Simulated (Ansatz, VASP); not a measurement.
Fitting the PBE energy curve of MgRe3

Symmetry: Fm-3m, No. 225, cubic system. The conventional cell has a = 6.229 Å, b = 6.229 Å, c = 6.229 Å, α = 90.00°, β = 90.00°, γ = 90.00°. Around Re (site symmetry -43m) lie 4 Re at 2.70 Å and 4 Mg at 2.70 Å. Around Re (site symmetry m-3m) lie 8 Re at 2.70 Å. Mg (site symmetry m-3m) is surrounded by 8 Re at 2.70 Å.

The cell comes from a database or a generator and needn't be the stable form of this composition.

The cell was scaled at fixed shape and fractions and run with Ansatz, Ansatz PAW, cutoff 420 eV; PBE, k mesh 7 × 7 × 7 on the cell of 4 atoms, fermi-dirac occupations of 0.05 eV, no spin polarisation, no spin-orbit coupling. Energies are those that the program minimises, any entropy of the smearing included. For a metal such a mesh isn't converged to the digits shown.

```csv
V (Å³/atom),energy over the lowest row (meV/atom)
14.1995,47.66
14.5017,19.97
14.8038,4.49
15.1059,0.00
15.4080,?
15.7101,19.52
16.0123,41.56
```

Problem. Fit the third-order Birch-Murnaghan form, give V0, B0 and B′, and predict the energy left open.

Solution. With y = (V0/V)^(2/3), E = E0 + (9 V0 B0/16) [(y - 1)³ B′ + (y - 1)² (6 - 4y)]. Least squares through the rows shown give V0 = 15.0873 Å³/atom, E0 = -0.01 meV, B0 = 261.8 GPa (1 eV/Å³ = 160.218 GPa) and B′ = 4.47, with a largest miss of 0.02 meV. At V = 15.4080 the form with these constants gives 5.35 meV; the run gave 5.36 meV an atom. Other set-ups at this level, from all their volumes (Å³/atom, GPa): VASP, PBE PAW files Mg, Re, 520 eV: V0 15.056, B0 266.1.
